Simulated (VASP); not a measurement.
All values below come from PBEsol GGA, VASP's PBE PAW potentials (set 64) (plane waves; VASP 6.6.1).

VASP input:

INCAR:
```
! general
SYSTEM  = Pt
PREC    = Accurate
ENCUT   = 480
LREAL   = .FALSE.
LASPH   = .TRUE.

! electronic loop
EDIFF   = 1E-7
NELM    = 100
ALGO    = Normal
LMAXMIX = 6

! smearing
ISMEAR  = 1
SIGMA   = 0.1

! functional
GGA     = PS

! ions
ISIF    = 2

! output
LWAVE   = .FALSE.
LCHARG  = .FALSE.
```

### POSCAR
```
Pt
1
    0.0000000000     1.9576129219     1.9576129219
    1.9478248573     0.0000000000     1.9576129219
    1.9478248573     1.9576129219     0.0000000000
Pt
1
Direct
  0.0000000000   0.0000000000   0.0000000000
```

### KPOINTS
```
Regular mesh
0
G
 14 14 14
```

POTCAR, in this order: Pt (PBE.64 set). Program: vasp_std.

The run wrote:

**OUTCAR**
```
 ion  position               nearest neighbor table
   1  0.000  0.000  0.000-
  LATTYP: Found a body centered tetragonal cell.
 ALAT       =     2.7684827440
 C/A-ratio  =     1.4071424946
 Subroutine PRICEL returns:
 Original cell was already a primitive cell.
 Subroutine GETGRP returns: Found 16 space group operations
The static configuration has the point symmetry D_4h.
The dynamic configuration has the point symmetry D_4h.
 Subroutine INISYM returns: Found 16 space group operations
 Subroutine IBZKPT returns following result:
 Found    244 irreducible k-points:

 Following reciprocal coordinates:
            Coordinates               Weight
  0.000000  0.000000  0.000000      1.000000
  0.071429  0.000000  0.000000      8.000000
  0.142857  0.000000  0.000000      8.000000
  0.214286 -0.000000 -0.000000      8.000000
  0.285714  0.000000  0.000000      8.000000
  0.357143 -0.000000 -0.000000      8.000000
  0.428571 -0.000000 -0.000000      8.000000
  0.500000  0.000000  0.000000      4.000000
  0.071429  0.071429  0.000000      4.000000
...
```

**OSZICAR**
```
       N       E                     dE             d eps       ncg     rms          rms(c)
DAV:   1     0.316548377140E+02    0.31655E+02   -0.52997E+03  4768   0.968E+02
DAV:   2    -0.705513193440E+01   -0.38710E+02   -0.36816E+02  4574   0.177E+02
DAV:   3    -0.742092725057E+01   -0.36580E+00   -0.36327E+00  5225   0.176E+01
DAV:   4    -0.742200714598E+01   -0.10799E-02   -0.10798E-02  4925   0.984E-01
DAV:   5    -0.742201407933E+01   -0.69333E-05   -0.69330E-05  5018   0.728E-02    0.137E+01
DAV:   6    -0.702228359420E+01    0.39973E+00   -0.10264E+00  4484   0.923E+00    0.700E+00
DAV:   7    -0.697518428276E+01    0.47099E-01   -0.17984E-01  4730   0.370E+00    0.257E+00
DAV:   8    -0.697085257495E+01    0.43317E-02   -0.54305E-03  4752   0.775E-01    0.545E-01
DAV:   9    -0.697068573667E+01    0.16684E-03   -0.63557E-05  4650   0.887E-02    0.141E-02
DAV:  10    -0.697069013057E+01   -0.43939E-05   -0.17919E-06  5086   0.104E-02    0.165E-03
DAV:  11    -0.697069033501E+01   -0.20444E-06   -0.64859E-08  3811   0.261E-03    0.806E-04
DAV:  12    -0.697069032823E+01    0.67754E-08   -0.30155E-09  2338   0.536E-04
   1 F= -.69706903E+01 E0= -.69708192E+01  d E =0.386581E-03
```

### OUTCAR
```
------------------------ aborting loop because EDIFF is reached ----------------------------------------
  FORCE on cell =-STRESS in cart. coord.  units (eV):
  Direction    XX          YY          ZZ          XY          YZ          ZX
  --------------------------------------------------------------------------------------
  Total        0.1828856      0.1207611      0.1207611      0.0000000      0.0000000      0.0000000
  in kB       19.6271210     12.9599704     12.9599704      0.0000000      0.0000000      0.0000000
  external PRESSURE =      15.1823539 kB  Pullay stress =       0.0000000 kB
  volume of cell :       14.93
      direct lattice vectors                 reciprocal lattice vectors
     0.000000000  1.957612922  1.957612922    -0.256696591  0.255413108  0.255413108
     1.947824857  0.000000000  1.957612922     0.256696591 -0.255413108  0.255413108
     1.947824857  1.957612922  0.000000000     0.256696591  0.255413108 -0.255413108
 POSITION                                       TOTAL-FORCE (eV/Angst)
 -----------------------------------------------------------------------------------
      0.00000      0.00000      0.00000         0.000000      0.000000     -0.000000
 -----------------------------------------------------------------------------------
    total drift:                               -0.000000     -0.000000     -0.000000
  FREE ENERGIE OF THE ION-ELECTRON SYSTEM (eV)
  ---------------------------------------------------
  free  energy   TOTEN  =        -6.9706903282 eV

  energy  without entropy=       -6.9710769089  energy(sigma->0) =       -6.97081919
```
(Selected blocks of OUTCAR.)

### OUTCAR
```
 val. band max:       11.2746096911   @ k =   0.5000   0.3571   0.0714

 cond. band min:      11.2940192369   @ k =   0.4286   0.1429   0.0000


 Fermi energy:        11.2778935436

 k-point     1 :       0.0000    0.0000    0.0000
  band No.  band energies     occupation
      1       0.8812      2.00000
      2       7.4038      2.00000
      3       7.4038      2.00000
      4       7.4624      2.00000
      5       9.6054      2.00000
      6       9.6768      2.00000
      7      25.8862      0.00000
      8      30.8597      0.00000
      9      30.8698      0.00000

 k-point     2 :       0.0714    0.0000    0.0000
  band No.  band energies     occupation
      1       1.0882      2.00000
      2       7.3268      2.00000
      3       7.4859      2.00000
      4       7.5284      2.00000
      5       9.5609      2.00000
      6       9.6291      2.00000
      7      26.2102      0.00000
      8      29.8642      0.00000
      9      31.1809      0.00000

 k-point     3 :       0.1429    0.0000    0.0000
  band No.  band energies     occupation
      1       1.6765      2.00000
      2       7.1171      2.00000
      3       7.6763      2.00000
      4       7.7185      2.00000
      5       9.4977      2.00000
      6       9.5544      2.00000
      7      27.0250      0.00000
      8      27.9169      0.00000
      9      32.1052      0.00000

 k-point     4 :       0.2143   -0.0000   -0.0000
  band No.  band energies     occupation
      1       2.5193      2.00000
      2       6.9852      2.00000
      3       7.7972      2.00000
      4       7.8477      2.00000
      5       9.6189      2.00000
      6       9.6531      2.00000
      7      25.7638      0.00000
      8      27.7157      0.00000
      9      33.4570      0.00000

 k-point     5 :       0.2857    0.0000    0.0000
  band No.  band energies     occupation
      1       3.3157      2.00000
      2       7.2860      2.00000
      3       7.7164      2.00000
...
```

Unless said otherwise, spin-orbit coupling is left out, though it shifts the bands of the heavy elements here.

The compound is Pt in the fcc structure. This cell was strained or had an atom moved on purpose.
